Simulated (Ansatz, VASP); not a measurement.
# Si27C40 (amorphous Si0.40C0.60) in two plane-wave programs

Wanted: the spread between two codes on one cell, functional and k mesh. The structure shown is the start of the Ansatz relaxation below; VASP solves that cell, so the two are compared at the walk's first step.

Method: plane waves, with VASP 6.6.1 beside it; single point at LDA, in Ansatz 0.2.0.

### Step 1. Set-up

The cell holds 201 atoms: 81 Si and 120 C. Cell: a = 12.910 Å, b = 12.910 Å, c = 12.910 Å, α = 90.0°, β = 90.0°, γ = 90.0°. It derives from Si81C121 (amorphous Si0.40C0.60). As first built, before any earlier steps moved the atoms (in the runner's words): 202 atoms (81 Si, 121 C) placed at random at 2.88 g/cm^3, melted at 4500 K for 10 ps at fixed volume with the Erhart-Albe potential (Erhart and Albe, Phys. Rev. B 71, 035211 (2005)). Quenched from 4500 K to 700 K at 100 K/ps and fixed volume, held 5 ps, then minimised at fixed cell. Nearest the centre at fractional (0.170, 0.609, 0.987): Si24 at 1.87 Å, Si13 at 1.90 Å, Si60 at 1.93 Å, Si33 at 1.97 Å, C131 at 3.04 Å, Si30 at 3.12 Å, C183 at 3.13 Å, C185 at 3.15 Å.

### Step 2. Ansatz: relaxation, LDA

Ansatz runs on its default PAW (the set named soft_2) files.

The two programs are compared at the cell with which this relaxation starts, whose forces are those of its first step.

File input.yaml:

```yaml
crystal:
  lattice:
    - [12.9103, 0.0, 0.0]
    - [0.0, 12.9103, 0.0]
    - [0.0, 0.0, 12.9103]
  atoms:
    - { symbol: Si, position: [0.20487, 0.22464, 0.2247] }
    - { symbol: Si, position: [0.94966, 0.88267, 0.18235] }
[... 3 atom lines left out ...]
    - { symbol: Si, position: [0.53723, 0.63779, 0.01634] }
[... 1 atom line left out ...]
    - { symbol: Si, position: [0.405, 0.81768, 0.06225] }
[... 4 atom lines left out ...]
    - { symbol: Si, position: [0.07941, 0.71976, 0.01958] }
[... 1 atom line left out ...]
    - { symbol: Si, position: [0.04392, 0.26423, 0.04784] }
[... 5 atom lines left out ...]
    - { symbol: Si, position: [0.40058, 0.40794, 0.18428] }
[... 2 atom lines left out ...]
    - { symbol: Si, position: [0.17957, 0.58378, 0.84417] }
[... 3 atom lines left out ...]
    - { symbol: Si, position: [0.46176, 0.42338, 0.98409] }
[... 1 atom line left out ...]
    - { symbol: Si, position: [0.02321, 0.64712, 0.17467] }
[... 2 atom lines left out ...]
    - { symbol: Si, position: [0.06647, 0.50796, 0.03615] }
[... 3 atom lines left out ...]
    - { symbol: Si, position: [0.9987, 0.4192, 0.88443] }
[... 8 atom lines left out ...]
    - { symbol: Si, position: [0.93841, 0.48235, 0.21581] }
[... 4 atom lines left out ...]
    - { symbol: Si, position: [0.26663, 0.7844, 0.84565] }
    - { symbol: Si, position: [0.23872, 0.36685, 0.00217] }
[... 3 atom lines left out ...]
    - { symbol: Si, position: [0.17542, 0.40499, 0.83356] }
[... 3 atom lines left out ...]
    - { symbol: Si, position: [0.28857, 0.58495, 0.07484] }
[... 8 atom lines left out ...]
    - { symbol: Si, position: [0.07675, 0.79043, 0.80902] }
[... 4 atom lines left out ...]
    - { symbol: Si, position: [0.35182, 0.62179, 0.28547] }
[... 8 atom lines left out ...]
    - { symbol: C, position: [0.81136, 0.57654, 0.06881] }
[... 1 atom line left out ...]
    - { symbol: C, position: [0.85534, 0.78766, 0.98108] }
[... 3 atom lines left out ...]
    - { symbol: C, position: [0.15549, 0.66321, 0.22834] }
[... 4 atom lines left out ...]
    - { symbol: C, position: [0.883, 0.5131, 0.76937] }
[... 8 atom lines left out ...]
    - { symbol: C, position: [0.95719, 0.59432, 0.81642] }
[... 5 atom lines left out ...]
    - { symbol: C, position: [0.14069, 0.37894, 0.20418] }
    - { symbol: C, position: [0.84854, 0.48328, 0.10085] }
[... 3 atom lines left out ...]
    - { symbol: C, position: [0.91407, 0.73891, 0.21344] }
[... 2 atom lines left out ...]
    - { symbol: C, position: [0.13769, 0.83689, 0.08043] }
    - { symbol: C, position: [0.05526, 0.63619, 0.77199] }
[... 1 atom line left out ...]
    - { symbol: C, position: [0.43953, 0.49255, 0.76982] }
    - { symbol: C, position: [0.22063, 0.89011, 0.04275] }
[... 9 atom lines left out ...]
    - { symbol: C, position: [0.2308, 0.57679, 0.21213] }
[... 6 atom lines left out ...]
    - { symbol: C, position: [0.46342, 0.62459, 0.19708] }
[... 1 atom line left out ...]
    - { symbol: C, position: [0.4084, 0.59194, 0.82184] }
    - { symbol: C, position: [0.12365, 0.38196, 0.08901] }
[... 8 atom lines left out ...]
    - { symbol: C, position: [0.91437, 0.64346, 0.89814] }
    - { symbol: C, position: [0.19154, 0.75541, 0.2654] }
[... 5 atom lines left out ...]
    - { symbol: C, position: [0.09406, 0.88835, 0.17454] }
    - { symbol: C, position: [0.48273, 0.65671, 0.87926] }
[... 7 atom lines left out ...]
    - { symbol: C, position: [0.30294, 0.86854, 0.96644] }
[... 1 atom line left out ...]
    - { symbol: C, position: [0.41536, 0.6687, 0.09348] }
    - { symbol: C, position: [0.20836, 0.46826, 0.25934] }
[... 6 atom lines left out ...]
    - { symbol: C, position: [0.29035, 0.64825, 0.67167] }
[... 5 atom lines left out ...]
    - { symbol: C, position: [0.05818, 0.62394, 0.65431] }
    - { symbol: C, position: [0.34093, 0.45069, 0.0551] }
[... 1 atom line left out ...]
    - { symbol: C, position: [0.31019, 0.64387, 0.79064] }
[... 5 atom lines left out ...]
    - { symbol: C, position: [0.95358, 0.73405, 0.94539] }
[... 9 atom lines left out ...]
    - { symbol: C, position: [0.41547, 0.35337, 0.57884] }
kpoints:
  mp_grid: { grid: [1, 1, 1] }
hamiltonian:
  xc: lda
scf:
  occupations: { method: fermi_dirac, width: 0.05 }
output:
  forces: true
  eigenvalues: true
relax:
  f_tol: 0.05
  max_steps: 90
```

Launch:

```sh
> ansatz run input.yaml --threads 4 --pin off --max-ram 8192MiB --backend cpu --events-out ev --progress --plain --runs-dir out
```

Numbers of over 12 decimals in the logs are rounded to 6 here.

What it wrote:

```text
Engine: ansatz 0.2.0, aarch64-unknown-linux-gnu
Pseudopotentials: kind: paw
Pseudopotential: Si, paw, valence charge 4, recommended cutoff 420 eV (normal), Si.paw.azcp
Pseudopotential: C, paw, valence charge 4, recommended cutoff 420 eV (normal), C.paw.azcp
Functional definition: SPW92
  exchange = slater_x
  correlation = pw_c
Crystal: 201 atoms, lattice volume = 2151.835 Å³
Basis set: ecut = 420 eV, 42115 PW (Γ)
Bands: 603, of which v1, the nominal top of the filled ones, is band 402 counted from 1 (401 counted from 0)
Symmetry: 1 space group operations
Space group: P1 (ITA 1), of the structure as read, at distance tolerance 1.3e-4 Å
k-points: 1
Non-local potential: Si, projectors of the file, l = 0: 2, l = 1: 2, l = 2: 2
Non-local potential: C, projectors of the file, l = 0: 2, l = 1: 2, l = 2: 1
PAW form: soft (Blöchl's): semilocal exchange-correlation on the pseudo side does not see the compensation charge
PAW frozen core: Si, regenerated for the run's functional, and the local potential with it (the file was generated under x = pbe(κ = 0.804, μ = 0.219515), c = pbe(β = 0.066725))
PAW frozen core: C, regenerated for the run's functional, and the local potential with it (the file was generated under x = pbe(κ = 0.804, μ = 0.219515), c = pbe(β = 0.066725))
PAW one-centre angular grid: Si, 110 points (default); XC on 64 Gauss nodes
PAW one-centre angular grid: C, 110 points (default); XC on 64 Gauss nodes
Initial density: superposition of atomic densities (neutral atoms: chi_scale 0, normalization atom), corrected by the library's trained network
Initial wavefunctions: pseudopotential atomic-orbital guess
Functional: x = slater, c = lda
SCF iter   1: F=—  HF=-78350.263799 eV  |F-HF|=—  |Δ(HF+E_count)|=         —  Δρ=1.07e-2  dr2=4.00e0  ethr=1.77e-3  ⟨swp⟩=5.0  Hψ=2540  notcnv=0  defer=154
preconditioner: auto → Resta (q_TF=auto, 2.315 Å⁻¹)  ε∞=5.1  [insulator: Δε(μ)=0.194 eV  Ē_g=11.199 eV  σ=0.050 eV  W_gap=0.75  n_scr=460 (ndim 8)  ℏωp=22.7 eV  f_vac=0.000  D(μ)=12.24/eV (n_scr^D=32)  ε∞_Penn≈5.1]
SCF iter   2: F=—  HF=-78349.616492 eV  |F-HF|=—  |Δ(HF+E_count)|=   6.47e-1  Δρ=5.29e-3  dr2=8.44e-1  ethr=4.98e-4  ⟨swp⟩=1.0  Hψ=694  notcnv=0  defer=154
SCF iter   3: F=—  HF=-78349.418243 eV  |F-HF|=—  |Δ(HF+E_count)|=   1.98e-1  Δρ=9.00e-4  dr2=1.87e-2  ethr=1.05e-4  ⟨swp⟩=2.0  Hψ=641  notcnv=0  defer=162
SCF iter   4: F=—  HF=-78349.415249 eV  |F-HF|=—  |Δ(HF+E_count)|=   2.99e-3  Δρ=2.22e-4  dr2=1.48e-3  ethr=2.33e-6  ⟨swp⟩=2.0  Hψ=951  notcnv=0  defer=166
SCF iter   5: F=—  HF=-78349.415134 eV  |F-HF|=—  |Δ(HF+E_count)|=   1.15e-4  Δρ=5.94e-5  dr2=1.43e-4  ethr=1.84e-7  ⟨swp⟩=2.0  Hψ=791  notcnv=0  defer=166
SCF iter   6: F=-78349.415089 eV  HF=-78349.415131 eV  |F-HF|=4.27e-5  |Δ(HF+E_count)|=   2.87e-6  Δρ=2.15e-5  dr2=5.04e-5  ethr=7.77e-9  ⟨swp⟩=14.0  Hψ=3622  notcnv=0
SCF 1 converged in 6 iterations: F = -78349.415089 eV  dr2 = 5.04e-5
  greatest PAW one-centre occupation: 0.682 electrons in one spin orbital (limit 2), on the C atom at site 149 (counted from 0), in its partial waves of l = 0
relax step   1: F+E_penalty+E_count = -78349.41508853 eV  Δ(F+E_penalty+E_count) = +0.000e0 eV  max|allowed force component| = 9.274e-1 eV/Å  Δτ_max = 0.0000 Å  (6 SCF iters, dr2 threshold 6.25e-5 eV, accepted)
Initial density: handed on by an earlier stage of this run
Initial wavefunctions: those handed on with the density
iter 1 solved again at ethr=5.95e-5 eV; its pass at ethr=3.10e-3 eV (dr2=4.78e-1 eV) is discarded
SCF iter   1: F=—  HF=-78349.952923 eV  |F-HF|=—  |Δ(HF+E_count)|=         —  Δρ=5.56e-3  dr2=4.90e-1  ethr=5.95e-5  ⟨swp⟩=1.0  Hψ=1910  notcnv=0  defer=165
preconditioner: auto → Resta (q_TF=auto, 2.315 Å⁻¹)  ε∞=5.1  [insulator: Δε(μ)=0.184 eV  Ē_g=11.207 eV  σ=0.050 eV  W_gap=0.72  n_scr=460 (ndim 8)  ℏωp=22.7 eV  f_vac=0.000  D(μ)=15.33/eV (n_scr^D=56)  ε∞_Penn≈5.1]
SCF iter   2: F=—  HF=-78349.842255 eV  |F-HF|=—  |Δ(HF+E_count)|=   1.11e-1  Δρ=2.75e-3  dr2=1.07e-1  ethr=5.95e-5  ⟨swp⟩=2.0  Hψ=607  notcnv=0  defer=165
SCF iter   3: F=—  HF=-78349.812475 eV  |F-HF|=—  |Δ(HF+E_count)|=   2.98e-2  Δρ=3.45e-4  dr2=2.47e-3  ethr=1.33e-5  ⟨swp⟩=2.0  Hψ=838  notcnv=0  defer=165
SCF iter   4: F=—  HF=-78349.811839 eV  |F-HF|=—  |Δ(HF+E_count)|=   6.36e-4  Δρ=7.96e-5  dr2=1.98e-4  ethr=3.07e-7  ⟨swp⟩=2.0  Hψ=835  notcnv=0  defer=165
iter 5 did not close the SCF: its close was put off for the readings that it lacked (scf_convergence_deferred on its scf_iter line)
SCF iter   5: F=-78349.811818 eV  HF=-78349.811827 eV  |F-HF|=9.17e-6  |Δ(HF+E_count)|=   1.17e-5  Δρ=2.32e-5  dr2=1.62e-5  ethr=2.46e-8  ⟨swp⟩=2.0  Hψ=848  notcnv=0  defer=165
SCF iter   6: F=-78349.811826 eV  HF=-78349.811826 eV  |F-HF|=5.27e-7  |Δ(HF+E_count)|=   1.15e-6  Δρ=5.53e-6  dr2=1.07e-6  ethr=2.01e-9  ⟨swp⟩=10.0  Hψ=2974  notcnv=0
SCF 2 converged in 6 iterations: F = -78349.811826 eV  dr2 = 1.07e-6
[...]
- { symbol: C, position: [0.922685, 0.576154, 0.320350] }
    - { symbol: C, position: [0.331945, 0.974605, 0.923892] }
    - { symbol: C, position: [0.877218, 0.679362, 0.303463] }
    - { symbol: C, position: [0.276367, 0.855905, 0.720358] }
    - { symbol: C, position: [0.586911, 0.342300, 0.847128] }
    - { symbol: C, position: [0.800953, 0.00575489, 0.285611] }
    - { symbol: C, position: [0.186855, 0.719549, 0.465262] }
    - { symbol: C, position: [0.943268, 0.486538, 0.501891] }
    - { symbol: C, position: [0.946882, 0.599753, 0.807371] }
    - { symbol: C, position: [0.225283, 0.366513, 0.703348] }
    - { symbol: C, position: [0.990065, 0.045352, 0.944794] }
    - { symbol: C, position: [0.475801, 0.397455, 0.839463] }
    - { symbol: C, position: [0.607881, 1.007000, 0.678153] }
    - { symbol: C, position: [0.301125, 0.557419, 0.598350] }
    - { symbol: C, position: [0.136108, 0.381879, 0.202913] }
    - { symbol: C, position: [0.879325, 0.475199, 0.091875] }
    - { symbol: C, position: [0.867158, 0.020944, 0.927826] }
    - { symbol: C, position: [0.955476, 0.428835, 0.735066] }
    - { symbol: C, position: [0.966803, 0.083058, 0.236265] }
    - { symbol: C, position: [0.914171, 0.733023, 0.208353] }
    - { symbol: C, position: [0.979490, 0.563902, 0.421882] }
    - { symbol: C, position: [0.202393, 0.195710, 0.793359] }
    - { symbol: C, position: [0.135085, 0.838314, 0.074819] }
    - { symbol: C, position: [0.024261, 0.653607, 0.754432] }
[...]
- { symbol: C, position: [0.00718879, 0.160742, 0.526788] }
    - { symbol: C, position: [0.135130, 0.360442, 0.618474] }
    - { symbol: C, position: [0.124058, 0.847803, 0.280843] }
    - { symbol: C, position: [0.111373, 0.912089, 0.627792] }
    - { symbol: C, position: [0.789420, 0.155056, 0.052981] }
    - { symbol: C, position: [0.275015, 0.258035, 0.728217] }
    - { symbol: C, position: [0.604322, 0.235805, 0.792289] }
    - { symbol: C, position: [0.415560, 0.352114, 0.578391] }
```

Reading the cycles: dr2 is the Hartree energy of the density residual (eV), the measure of convergence; HF is the Harris–Foulkes estimate of the energy, which meets the free energy F at convergence.

### Step 3. VASP: single point, LDA, start cell

The same cell, functional (in two slightly different forms), mesh and smearing now go to VASP, with its own data sets.

Lines of VASP's logs that name or quote its potential files are left out, and so is its time.

File INCAR:

```
SYSTEM = Si27C40
PREC = Accurate
ENCUT = 520
EDIFF = 1E-06
NELM = 120
ISMEAR = -1
SIGMA = 0.05
LREAL = Auto
ALGO = Normal
GGA = CA
NBANDS = 542
LORBIT = 11
LWAVE = .FALSE.
LCHARG = .FALSE.
ISIF = 2
LASPH = .TRUE.
GGA_COMPAT = .FALSE.
EFERMI = MIDGAP
```

File POSCAR:

```
Si27C40
1.0
   12.9103000000      0.0000000000      0.0000000000
    0.0000000000     12.9103000000      0.0000000000
    0.0000000000      0.0000000000     12.9103000000
Si C
81 120
Direct
    0.2048674314      0.2246423398      0.2246965601
    0.9496603487      0.8826673276      0.1823505263
[... 3 atom lines left out ...]
    0.5372299637      0.6377930799      0.0163435397
[... 1 atom line left out ...]
    0.4050022075      0.8176804567      0.0622526200
[... 4 atom lines left out ...]
    0.0794094638      0.7197586423      0.0195812646
[... 1 atom line left out ...]
    0.0439184217      0.2642308854      0.0478377729
[... 5 atom lines left out ...]
    0.4005793824      0.4079378481      0.1842792189
[... 2 atom lines left out ...]
    0.1795698009      0.5837819416      0.8441709333
[... 3 atom lines left out ...]
    0.4617630884      0.4233828803      0.9840902225
[... 1 atom line left out ...]
    0.0232062772      0.6471189670      0.1746667390
[... 2 atom lines left out ...]
    0.0664663098      0.5079587616      0.0361494311
[... 3 atom lines left out ...]
    0.9986987134      0.4192001735      0.8844333594
[... 8 atom lines left out ...]
    0.9384135148      0.4823513009      0.2158121810
[... 4 atom lines left out ...]
    0.2666320690      0.7843969544      0.8456503722
    0.2387163737      0.3668466263      0.0021688109
[... 3 atom lines left out ...]
    0.1754180770      0.4049867160      0.8335592511
[... 3 atom lines left out ...]
    0.2885680426      0.5849515503      0.0748394693
[... 8 atom lines left out ...]
    0.0767526703      0.7904308963      0.8090207044
[... 4 atom lines left out ...]
    0.3518198648      0.6217903534      0.2854697412
[... 8 atom lines left out ...]
    0.8113599219      0.5765396621      0.0688132731
[... 1 atom line left out ...]
    0.8553403097      0.7876579165      0.9810771245
[... 3 atom lines left out ...]
    0.1554882536      0.6632068968      0.2283370642
[... 4 atom lines left out ...]
    0.8830003950      0.5131019419      0.7693701928
[... 8 atom lines left out ...]
    0.9571892210      0.5943161662      0.8164178989
[... 5 atom lines left out ...]
    0.1406938646      0.3789377474      0.2041780594
    0.8485395382      0.4832807913      0.1008497091
[... 3 atom lines left out ...]
    0.9140686119      0.7389138905      0.2134419804
[... 2 atom lines left out ...]
    0.1376885123      0.8368899251      0.0804319032
    0.0552582047      0.6361897090      0.7719882574
[... 1 atom line left out ...]
    0.4395327762      0.4925524581      0.7698194465
    0.2206300396      0.8901109966      0.0427488130
[... 9 atom lines left out ...]
    0.2308002138      0.5767875262      0.2121329481
[... 6 atom lines left out ...]
    0.4634206796      0.6245865704      0.1970829493
[... 1 atom line left out ...]
    0.4084025933      0.5919382199      0.8218399263
    0.1236532071      0.3819585912      0.0890064522
[... 8 atom lines left out ...]
    0.9143706963      0.6434629714      0.8981433429
    0.1915369898      0.7554123452      0.2654004942
[... 5 atom lines left out ...]
    0.0940566834      0.8883527106      0.1745428069
    0.4827308428      0.6567082097      0.8792591961
[... 7 atom lines left out ...]
    0.3029364151      0.8685390735      0.9664376506
[... 1 atom line left out ...]
    0.4153582798      0.6686986360      0.0934834977
    0.2083607662      0.4682617755      0.2593433150
[... 6 atom lines left out ...]
    0.2903495659      0.6482498470      0.6716730053
[... 5 atom lines left out ...]
    0.0581783537      0.6239436729      0.6543070262
    0.3409293355      0.4506866610      0.0551032896
[... 1 atom line left out ...]
    0.3101864403      0.6438734964      0.7906400316
[... 5 atom lines left out ...]
    0.9535796999      0.7340495573      0.9453924386
[... 9 atom lines left out ...]
    0.4154667204      0.3533690154      0.5788401509
```

File KPOINTS:

```
Automatic mesh
0
Gamma
1 1 1
0 0 0
```

The projector-augmented-wave data sets are Si and C (LDA family, release 64).

Launch:

```sh
> export OMP_NUM_THREADS=3
> mpirun -np 1 vasp_gam
```

What it wrote:

```text
[banner, memory and clock lines left out]
running    1 mpi-ranks, on    1 nodes
[...]
Offloading initialized ...    1 GPUs detected
[...]
LDA part: xc-table for (Slater(with rela. corr.)+CA(PZ))
 , standard interpolation
 POSCAR, INCAR and KPOINTS ok, starting setup
[...]
entering main loop
       N       E                     dE             d eps       ncg     rms          rms(c)
DAV:   1     0.478219037602E+04    0.47822E+04   -0.42303E+05  1084   0.142E+03
DAV:   2    -0.111810378413E+04   -0.59003E+04   -0.55497E+04  1362   0.292E+02
DAV:   3    -0.170441337177E+04   -0.58631E+03   -0.57060E+03  1352   0.868E+01
DAV:   4    -0.172358113841E+04   -0.19168E+02   -0.18974E+02  1304   0.172E+01
[...]
DAV:  17    -0.158770047463E+04    0.51259E-05   -0.52824E-05  1232   0.104E-02    0.126E-02
DAV:  18    -0.158770047398E+04    0.64883E-06   -0.15231E-05  1272   0.519E-03    0.571E-03
DAV:  19    -0.158770047387E+04    0.11108E-06   -0.26510E-06   744   0.238E-03
   1 F= -.15877005E+04 E0= -.15876198E+04  d E =-.161355E+00
```

OUTCAR, selected parts (step 3):

```text
  FREE ENERGIE OF THE ION-ELECTRON SYSTEM (eV)
  ---------------------------------------------------
  free  energy   TOTEN  =     -1587.7004738685 eV

  energy  without entropy=    -1587.5391183855  energy(sigma->0) =    -1587.61979613

[... 1 further part left out ...]
```

The run ends at a pressure of -3.86 GPa, with forces up to 0.97 eV/Å.

### Step 4. Differences

Known differences besides the potentials themselves: the two LDA forms differ slightly; the cutoff is 420 eV in Ansatz and 520 eV in VASP (PREC = Accurate, projectors in real space); VASP's log shows a relativistic correction to its local exchange, Ansatz's none. Total energies have different zeros and are not compared.

Forces on 10 of the 201 atoms, those with the largest forces and the largest differences (eV/Å; atoms numbered as in POSCAR):

```
atom          Ansatz x, y, z            VASP x, y, z
Si13  -0.066, -0.242, -0.927  -0.056, -0.257, -0.938
Si24    -0.434, 0.579, 0.509    -0.435, 0.572, 0.525
Si30   0.600, -0.386, -0.022   0.595, -0.410, -0.026
Si37   0.042, -0.144, -0.503   0.062, -0.150, -0.485
Si56   -0.140, -0.206, 0.408   -0.140, -0.200, 0.423
Si60   0.609, -0.139, -0.031   0.598, -0.131, -0.050
Si69    -0.483, 0.055, 0.080    -0.492, 0.059, 0.093
C187     0.005, 0.049, 0.021    -0.023, 0.112, 0.022
C191    -0.015, 0.135, 0.018     0.031, 0.168, 0.040
C193    0.022, -0.038, 0.017    -0.020, 0.012, 0.039
```

The forces differ by 18 meV/Å r.m.s., which is 17.8 % of the r.m.s. force of 0.100 eV/Å (both taken over all components).

### Step 5. Results

```yaml
r_m_s_force_difference_single_point_lda_start_cell: 18 meV/Å
```

What this shows: The r.m.s. force difference is 18 meV/Å (single point, LDA, start cell), beyond the 12 meV/Å picked in this series as the mark of a large difference. What causes the difference of the single point, LDA, start cell pair stays open here. 1 further run of this series is not shown here. How closely two codes agree says nothing of how well the functional describes the real material.

[Lines on the potential files, build, host, timing and source positions are cut from VASP's logs without a mark.]

[Logs are printed without paths, hosts, clocks, repeated set-up lines and the standing remarks that a program may print on its own settings, such as how far it seeks lower states.]

[Hosts, paths, dates, database ids (printed as entryN), source tags and the programs' standing remarks are cut or masked in the printed files.]
